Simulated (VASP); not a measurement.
Output of a VASP run:

### OSZICAR
```
       N       E                     dE             d eps       ncg     rms          rms(c)
DAV:   1     0.320201229208E+02    0.32020E+02   -0.33728E+03  1530   0.811E+02
DAV:   2    -0.523804938352E+01   -0.37258E+02   -0.36296E+02  1955   0.121E+02
DAV:   3    -0.666122579170E+01   -0.14232E+01   -0.13658E+01  1998   0.271E+01
DAV:   4    -0.667609683069E+01   -0.14871E-01   -0.14861E-01  1857   0.251E+00
DAV:   5    -0.667619559028E+01   -0.98760E-04   -0.98712E-04  1953   0.225E-01    0.600E+00
DAV:   6    -0.565957264669E+00    0.61102E+01   -0.53105E+00  1545   0.176E+01    0.288E+00
DAV:   7    -0.548512144528E+00    0.17445E-01   -0.36722E-02  1780   0.168E+00    0.115E+00
DAV:   8    -0.547552928710E+00    0.95922E-03   -0.33228E-02  1603   0.204E+00    0.364E-01
DAV:   9    -0.551004720672E+00   -0.34518E-02   -0.32949E-02  1562   0.182E+00    0.266E-01
DAV:  10    -0.549695477488E+00    0.13092E-02   -0.11771E-02  1539   0.114E+00    0.186E-02
DAV:  11    -0.549817524533E+00   -0.12205E-03   -0.44762E-04  1666   0.230E-01    0.127E-02
DAV:  12    -0.549762632068E+00    0.54892E-04   -0.31052E-04  1546   0.211E-01    0.209E-02
DAV:  13    -0.549810874085E+00   -0.48242E-04   -0.96611E-05  1538   0.126E-01    0.409E-03
DAV:  14    -0.549798283223E+00    0.12591E-04   -0.24263E-05  1569   0.675E-02    0.103E-03
DAV:  15    -0.549797550734E+00    0.73249E-06   -0.33920E-06  1566   0.198E-02
   1 F= -.54979755E+00 E0= -.54973051E+00  d E =-.549798E+00
```

OUTCAR:
```
------------------------ aborting loop because EDIFF is reached ----------------------------------------
  FORCE on cell =-STRESS in cart. coord.  units (eV):
  Direction    XX          YY          ZZ          XY          YZ          ZX
  --------------------------------------------------------------------------------------
  Total        0.0019144      0.0043042      0.0040420      0.0000000     -0.0000000     -0.0007915
  in kB        0.0522423      0.1174555      0.1103023      0.0000000     -0.0000000     -0.0215983
  external PRESSURE =       0.0933334 kB  Pullay stress =       0.0000000 kB
  volume of cell :       58.71
      direct lattice vectors                 reciprocal lattice vectors
     3.853594979 -2.155685683 -0.034777540     0.128861048 -0.231944761 -0.098388614
     3.853594979  2.155685683 -0.034777540     0.128861048  0.231944761 -0.098388614
     2.679699596  0.000000000  3.509642877     0.002553804  0.000000000  0.282979382
 POSITION                                       TOTAL-FORCE (eV/Angst)
 -----------------------------------------------------------------------------------
      2.46418      0.00000      0.81613        -0.005730      0.000000     -0.001898
      7.92271      0.00000      2.62396         0.005730      0.000000      0.001898
 -----------------------------------------------------------------------------------
    total drift:                                0.000000     -0.000000     -0.000000
  FREE ENERGIE OF THE ION-ELECTRON SYSTEM (eV)
  ---------------------------------------------------
  free  energy   TOTEN  =        -0.5497975507 eV

  energy  without entropy=       -0.5495964429  energy(sigma->0) =       -0.54973051

 reached required accuracy - stopping structural energy minimisation
```
(Selected blocks of OUTCAR.)

**POSCAR**
```
Sb
1
    3.8535949788    -2.1556856830    -0.0347775404
    3.8535949788     2.1556856830    -0.0347775404
    2.6796995959    -0.0000000000     3.5096428768
Sb
2
Direct
  0.2372398545   0.2372398545   0.2372398545
  0.7627601455   0.7627601455   0.7627601455
```

Question: Reconstruct the remaining input files.

Answer: One answer among several that fit: the input of the run itself, MS2 meta-GGA, plane waves, VASP's PBE PAW potentials (set 64).

File KPOINTS:
```
Automatic mesh
0
Gamma
9 9 9
0 0 0
```

**INCAR**
```
SYSTEM = Sb
PREC = Accurate; ENCUT = 520; LREAL = .False.
LASPH = .True.
EDIFF = 1E-6; NELM = 100; ALGO = Normal
LMAXMIX = 4; LMIXTAU = .True.
ISMEAR = 1; SIGMA = 0.1
METAGGA = MS2
IBRION = 2; NSW = 60; ISIF = 3
EDIFFG = -0.01
LWAVE = .False.; LCHARG = .False.
```

POTCAR, in this order: Sb (PBE.64 set). Program: vasp_std.

The compound is Sb in the a7 structure. It was relaxed first. The start is the result of an earlier pass.
